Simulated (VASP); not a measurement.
A convergence study with VASP on AgBr (rock salt): one setting is varied, all else stays as given below, so the limit is that of these other settings. Each run relaxes cell and ions from the cell shown. The basis is that of the starting cell, so low cut-offs carry a Pulay error.

```yaml
crystal:
  lattice:
    - [0.00000, 2.88500, 2.88500]
    - [2.88500, 0.00000, 2.88500]
    - [2.88500, 2.88500, 0.00000]
  atoms:
    - { symbol: Ag, position: [0.00000, 0.00000, 0.00000] }
    - { symbol: Br, position: [0.50000, 0.50000, 0.50000] }
```

Computed with PBE GGA, VASP's PBE PAW potentials (set 64) (plane waves; VASP 6.6.1). The tightest run used: 700 eV cut-off, 7×7×7 Γ-centred mesh, Gaussian smearing of 0.050 eV, potentials Ag Br.

Gaps are read on the run's mesh, which can miss a band edge.

Q: The settings run are ENCUT = 200; ENCUT = 250; ENCUT = 300; ENCUT = 350; ENCUT = 400; ENCUT = 450; ENCUT = 500; ENCUT = 550; ENCUT = 600; ENCUT = 650; ENCUT = 700. From which on does the relaxed volume stay within 0.1 Å³/atom of the tightest run?

A: From ENCUT = 450 on: it is off by 0.027 there and by no more than 0.1 in any finer run, while ENCUT = 400 is off by 0.154.
| setting | relaxed volume (Å³/atom) | E (eV/atom) | gap on the mesh (eV) | plane waves | difference judged (Å³/atom) |
|---|---|---|---|---|---|
| ENCUT = 200 | 21.092 | -2.5960 | 0.795 | 331 | 3.803 |
| ENCUT = 250 | 24.175 | -2.4969 | 0.740 | 444 | 0.721 |
| ENCUT = 300 | 24.851 | -2.5016 | 0.740 | 577 | 0.044 |
| ENCUT = 350 | 24.638 | -2.4977 | 0.745 | 725 | 0.257 |
| ENCUT = 400 | 24.742 | -2.4985 | 0.750 | 893 | 0.154 |
| ENCUT = 450 | 24.868 | -2.4998 | 0.752 | 1051 | 0.027 |
| ENCUT = 500 | 24.892 | -2.4999 | 0.752 | 1243 | 0.004 |
| ENCUT = 550 | 24.876 | -2.4997 | 0.752 | 1420 | 0.019 |
| ENCUT = 600 | 24.874 | -2.4997 | 0.752 | 1639 | 0.021 |
| ENCUT = 650 | 24.886 | -2.4998 | 0.752 | 1829 | 0.009 |
| ENCUT = 700 | 24.895 | -2.4999 | 0.753 | 2029 | 0.000 |

Left out are rungs that failed or repeat a setting and relaxations that didn't move; long series are thinned to 24 rows.

The compound is AgBr in the rock salt structure.
